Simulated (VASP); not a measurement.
A run of VASP 6.6.1:

Contents of INCAR:

```
SYSTEM = AgB4
  PREC = Accurate
  ENCUT = 600
  EDIFF = 1E-6
  ISMEAR = -1
  SIGMA = 0.05
  LREAL = .False.
  LASPH = .True.
  NELM = 80
  ALGO = Normal
  ISIF = 3
  LWAVE = .False.
  LCHARG = .False.
  GGA = PE
  IBRION = 2
  NSW = 40
  EDIFFG = -0.02
  PSTRESS = 300
```

The input KPOINTS:

```
regular mesh
0
Gamma
  7 7 4
  0 0 0
```

File POSCAR:

```
AgB4
1.0
    3.0321300000      0.0000000000      0.0000000000
   -1.5160700000      2.6259100000      0.0000000000
    0.0000000000      0.0000000000      5.6987400000
Ag B
1 4
Direct
    0.0000000000      0.0000000000      0.0000000000
    0.3333300000      0.6666700000      0.6649500000
    0.6666700000      0.3333300000      0.6649500000
    0.3333300000      0.6666700000      0.3350500000
    0.6666700000      0.3333300000      0.3350500000
```

Potentials or basis: VASP PAW PBE potentials, release 64 (Ag, B).

Command:

```console
$ cat potpaw_PBE.64/Ag/POTCAR potpaw_PBE.64/B/POTCAR > POTCAR
$ mpirun -np 1 vasp_std > vasp.out
```

Hardware: 1 thread of Intel(R) Xeon(R) 6975P-C (Granite Rapids), with other jobs on the host.

**Question.** Estimate the wall time of this run.

**Answer.** It took 88 s on 1 thread of Intel(R) Xeon(R) 6975P-C (Granite Rapids) (shared host), peak memory 0.2 GiB. Counts: scf iterations 75, k points 48, ion steps 10.
